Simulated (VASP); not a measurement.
Data:

```
CELL_PARAMETERS angstrom
      4.40090     0.00000     0.00000
     -2.20045     3.81129     0.00000
      0.00000     0.00000     6.85727
ATOMIC_POSITIONS crystal
  Dy 0.33333 0.66667 0.24670
  Dy 0.66667 0.33333 0.75330
  S  0.00000 0.00000 0.00000
  S  0.33333 0.66667 0.64700
  S  0.66667 0.33333 0.35300
```

All values below come from PBE GGA, VASP's PBE PAW potentials (set 64) (plane waves; VASP). Numerical set-up: 400 eV cut-off, 6×6×4 Monkhorst-Pack mesh, Gaussian smearing of 0.050 eV, potentials Dy_3 S.

The 4f electrons are frozen in the core of the lanthanide potential, so 4f levels, which can set the real gap, and their magnetism are missing.

What does the run give for the energy per atom (σ→0), pressure, largest force?

```json
{
  "energy per atom (σ→0)": "-6.255 eV/atom",
  "pressure": "17.2 kbar",
  "largest_force": "0.00708 Ha/bohr"
}
```

The structure was generated: Dy2S3 was put into the A-La2O3 type (P-3m1), which need not be its known phase. The cell was not relaxed at this level. The run is one of a series of settings (KPOINTS 6×6×4 Monkhorst-Pack mesh against the base run), some of them coarse on purpose.
